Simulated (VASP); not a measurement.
# TaPbO4 (Cmmm) in VASP: settings compared, part 2 of 3

VASP 6.6.1. Earlier steps stand in the parts before.

### Step 3. Relaxation of cell and atoms, PBE

This run uses another cell than the first one, of 14.45 Å³/atom, 1.002 times its volume.

The input, INCAR:

```
PREC = Accurate
ENCUT = 520
EDIFF = 1E-7
ISMEAR = 0
SIGMA = 0.1
LREAL = False
LASPH = True
NELM = 120
ALGO = Normal
ISIF = 3
LWAVE = False
LCHARG = False
GGA = PE
IBRION = 2
NSW = 60
EDIFFG = -0.005
POTIM = 0.3
KPAR = 4
```

The input, KPOINTS:

```
regular mesh
0
Gamma
  6 6 10
```

The input, POSCAR:

```
TaPbO4                                  
1.0
    3.6151125448     -3.7121365599      0.0000000000
    3.6151125448      3.7121365599      0.0000000000
    0.0000000000      0.0000000000      3.2304721076
  Ta              Pb              O             
     1     1     4
Direct
     0.0000000000000000    0.0000000000000000    0.0000000000000000
     0.5000000000000000    0.5000000000000000    0.5000000000000000
     0.7271779026709437    0.7271779026709437    1.0000000000000000
     0.2728220973290563    0.2728220973290563    0.0000000000000000
     0.8296654473732770    0.1703345526267231    0.5000000000000000
     0.1703345526267231    0.8296654473732770    0.5000000000000000
```

Potentials or basis: VASP PAW PBE potentials, release 64 (Ta_pv, Pb_d, O).

Run with:

```
cat potpaw_PBE.64/Ta_pv/POTCAR potpaw_PBE.64/Pb_d/POTCAR potpaw_PBE.64/O/POTCAR > POTCAR
mpirun -np 4 vasp_std > vasp.out
```

OUTCAR:

```text
PREC = Accurate
   ENCUT = 520
   EDIFF = 1E-7
   ISMEAR = 0
   LREAL = False
   LASPH = True
   NELM = 120
   ISIF = 3
   GGA = PE
   IBRION = 2
   NSW = 60
   EDIFFG = -0.005
   POTIM = 0.3

 ion  position               nearest neighbor table
   1  0.000  0.000  0.000-   3 1.97   4 1.97   5 2.05   6 2.05   5 2.05   6 2.05
   2  0.500  0.500  0.500-   3 2.30   4 2.30   3 2.30   4 2.30   5 2.45   6 2.45
   3  0.727  0.727  0.000-   1 1.97   2 2.30   2 2.30
   4  0.273  0.273  0.000-   1 1.97   2 2.30   2 2.30
   5  0.830  0.170  0.500-   1 2.05   1 2.05   2 2.45
   6  0.170  0.830  0.500-   1 2.05   1 2.05   2 2.45

  LATTYP: Found a base centered orthorhombic cell.
 ALAT       =     7.2302250896
 B/A-ratio  =     1.0268384494
 C/A-ratio  =     0.4468010425

  Lattice vectors:

 A1 = (   3.6151125448,  -3.7121365599,   0.0000000000)
 A2 = (   3.6151125448,   3.7121365599,   0.0000000000)
 A3 = (   0.0000000000,   0.0000000000,   3.2304721076)

Analysis of symmetry for initial positions (statically):
=====================================================================
 Subroutine PRICEL returns:
 Original cell was already a primitive cell.

 Routine SETGRP: Setting up the symmetry group for a
 base centered orthorhombic supercell.

 Subroutine GETGRP returns: Found  8 space group operations
 (whereof  8 operations were pure point group operations)
 out of a pool of  8 trial point group operations.

The static configuration has the point symmetry D_2h.

Analysis of symmetry for dynamics (positions and initial velocities):
=====================================================================
 Subroutine PRICEL returns:
 Original cell was already a primitive cell.

 Routine SETGRP: Setting up the symmetry group for a
 base centered orthorhombic supercell.

 Subroutine GETGRP returns: Found  8 space group operations
 (whereof  8 operations were pure point group operations)
 out of a pool of  8 trial point group operations.

The dynamic configuration has the point symmetry D_2h.

 Subroutine INISYM returns: Found  8 space group operations
 (whereof  8 operations are pure point group operations),
 and found     1 'primitive' translations

----------------------------------------------------------------------------------------

                                     Primitive cell

  volume of cell :      86.7045

  direct lattice vectors                    reciprocal lattice vectors
     3.615112545 -3.712136560  0.000000000     0.138308281 -0.134693321  0.000000000
     3.615112545  3.712136560  0.000000000     0.138308281  0.134693321  0.000000000
     0.000000000  0.000000000  3.230472108     0.000000000  0.000000000  0.309552278

  length of vectors
     5.181601736  5.181601736  3.230472108     0.193058206  0.193058206  0.309552278

  position of ions in fractional coordinates (direct lattice)
[... 129 lines left out ...]
 number of electron      48.9999983 magnetization

 Free energy of the ion-electron system (eV)
  ---------------------------------------------------
  ext. energy  EPLUGINS =         0.00000000
  ---------------------------------------------------
  free energy    TOTEN  =       -46.83839074 eV

  energy without entropy =      -46.82170035  energy(sigma->0) =      -46.83004555

------------------------ aborting loop because EDIFF is reached ----------------------------------------

  FORCE on cell =-STRESS in cart. coord.  units (eV):
  Direction    XX          YY          ZZ          XY          YZ          ZX
  --------------------------------------------------------------------------------------
  -------------------------------------------------------------------------------------
  Total        0.0103235      0.0308216     -0.0207548      0.0000000      0.0000000      0.0000000
  in kB        0.1907637      0.5695405     -0.3835189      0.0000000      0.0000000      0.0000000
  external PRESSURE =       0.1255951 kB  Pullay stress =       0.0000000 kB

 VOLUME and BASIS-vectors are now :
 -----------------------------------------------------------------------------
  energy-cutoff  :      520.00
  volume of cell :       86.70
      direct lattice vectors                 reciprocal lattice vectors
     3.615112545 -3.712136560  0.000000000     0.138308281 -0.134693321  0.000000000
     3.615112545  3.712136560  0.000000000     0.138308281  0.134693321  0.000000000
     0.000000000  0.000000000  3.230472108     0.000000000  0.000000000  0.309552278

 POSITION                                       TOTAL-FORCE (eV/Angst)
 -----------------------------------------------------------------------------------
      0.00000      0.00000      0.00000         0.000000     -0.000000      0.000000
      3.61511      0.00000      1.61524         0.000000      0.000000      0.000000
      5.25766      0.00000      0.00000         0.004205      0.000000     -0.000000
      1.97257      0.00000      0.00000        -0.004205      0.000000      0.000000
      3.61511     -2.44753      1.61524         0.000000     -0.006898      0.000000
      3.61511      2.44753      1.61524         0.000000      0.006898     -0.000000
 -----------------------------------------------------------------------------------
    total drift:                               -0.000000     -0.000000     -0.000000

  FREE ENERGIE OF THE ION-ELECTRON SYSTEM (eV)
  ---------------------------------------------------
  free  energy   TOTEN  =       -46.8383907430 eV

  energy  without entropy=      -46.8217003547  energy(sigma->0) =      -46.83004555

--------------------------------------- Ionic step        2  -------------------------------------------

 number of electron      48.9999982 magnetization

 Free energy of the ion-electron system (eV)
  ---------------------------------------------------
  ext. energy  EPLUGINS =         0.00000000
  ---------------------------------------------------
  free energy    TOTEN  =       -46.83839996 eV

  energy without entropy =      -46.82170103  energy(sigma->0) =      -46.83005050

 E-fermi :   3.9374     XC(G=0): -10.3470

 val. band max:        3.9291787796   @ k =   0.5000   0.5000   0.5000
 cond. band min:       3.9424603219   @ k =   0.5000   0.1667   0.2000
 fundamental gap:      0.0132815423
 Fermi energy:         3.9374024299

 k-point     1 :       0.0000    0.0000    0.0000
  band No.  band energies     occupation
      1     -31.7664      2.00000
      2     -31.6358      2.00000
      3     -31.5054      2.00000
      4     -15.1208      2.00000
      5     -14.6061      2.00000
      6     -13.5071      2.00000
[... 757 lines left out ...]
     28       7.5418      0.00000
     29       9.1454      0.00000

 [... further k-points ...]

------------------------ aborting loop because EDIFF is reached ----------------------------------------

  FORCE on cell =-STRESS in cart. coord.  units (eV):
  Direction    XX          YY          ZZ          XY          YZ          ZX
  --------------------------------------------------------------------------------------
  -------------------------------------------------------------------------------------
  Total        0.0144207      0.0247190     -0.0076950     -0.0000000      0.0000000      0.0000000
  in kB        0.2664476      0.4567271     -0.1421787     -0.0000000      0.0000000      0.0000000
  external PRESSURE =       0.1936653 kB  Pullay stress =       0.0000000 kB

 VOLUME and BASIS-vectors are now :
 -----------------------------------------------------------------------------
  energy-cutoff  :      520.00
  volume of cell :       86.71
      direct lattice vectors                 reciprocal lattice vectors
     3.615292589 -3.712688524  0.000000000     0.138301393 -0.134673296  0.000000000
     3.615292589  3.712688524  0.000000000     0.138301393  0.134673296  0.000000000
     0.000000000  0.000000000  3.230148652     0.000000000  0.000000000  0.309583276

 POSITION                                       TOTAL-FORCE (eV/Angst)
 -----------------------------------------------------------------------------------
      0.00000     -0.00000      0.00000         0.000000     -0.000000     -0.000000
      3.61529      0.00000      1.61507         0.000000     -0.000000     -0.000000
      5.25804      0.00000      3.23015         0.001700     -0.000000     -0.000000
      1.97254      0.00000      0.00000        -0.001700     -0.000000     -0.000000
      3.61529     -2.44809      1.61507         0.000000     -0.003666      0.000000
      3.61529      2.44809      1.61507         0.000000      0.003666     -0.000000
 -----------------------------------------------------------------------------------
    total drift:                                0.000000      0.000000     -0.000000

  FREE ENERGIE OF THE ION-ELECTRON SYSTEM (eV)
  ---------------------------------------------------
  free  energy   TOTEN  =       -46.8383999636 eV

  energy  without entropy=      -46.8217010330  energy(sigma->0) =      -46.83005050

 reached required accuracy - stopping structural energy minimisation
```

Run time: 32 s. Hardware: 4 MPI ranks of Intel Xeon 6975P-C (Granite Rapids), shared host; peak memory 0.33 GiB.

What came out:

* Free energy: -46.8384 eV
* Energy gained by relaxing: 0.0 meV/atom
* Ionic steps: 2
* Pressure after relaxing: 0.0 GPa
* Largest force after relaxing: 0.004 eV/Å
* Band gap on the k mesh: none (metal or under the smearing width)

Forces in eV/Å, atoms in the order of the input:
```
Ta   0.000  0.000  0.000
Pb   0.000  0.000  0.000
O    0.002  0.000  0.000
O   -0.002  0.000  0.000
O    0.000 -0.004  0.000
O    0.000  0.004  0.000
```

Final structure:
```
CELL_PARAMETERS angstrom
3.61529 -3.71269 0.00000
3.61529 3.71269 0.00000
0.00000 0.00000 3.23015
ATOMIC_POSITIONS crystal
Ta 0.00000 0.00000 0.00000
Pb 0.50000 0.50000 0.50000
O 0.72719 0.72719 0.00000
O 0.27281 0.27281 0.00000
O 0.82969 0.17031 0.50000
O 0.17031 0.82969 0.50000
```

Levels at points of the mesh, in eV from the Fermi level:
| k point | band 22 | band 23 | band 24 | band 25 | band 26 | band 27 |
| --- | --- | --- | --- | --- | --- | --- |
| (0.00, 0.00, 0.00) | -2.24 | -1.97 | -1.72 | -1.28 | 1.85 | 3.24 |
| (0.50, 0.00, 0.00) | -2.01 | -1.89 | -1.73 | 0.46 | 1.71 | 2.90 |
| (0.50, 0.50, 0.00) | -2.67 | -2.37 | -1.65 | -1.60 | 1.92 | 3.26 |
| (0.00, 0.00, 0.50) | -2.54 | -2.40 | -2.06 | 0.52 | 2.20 | 2.87 |
| (0.50, 0.00, 0.50) | -2.68 | -2.30 | -2.09 | 0.26 | 2.41 | 2.73 |
| (0.50, 0.50, 0.50) | -2.28 | -2.15 | -1.96 | -0.01 | 2.49 | 2.52 |

Caveat: an odd number of electrons without spin polarisation forces a metal; a magnetic or distorted state may lie lower. The run has no spin-orbit coupling, so splittings on Pb, Ta are missing.

[end of part 2 of 3]
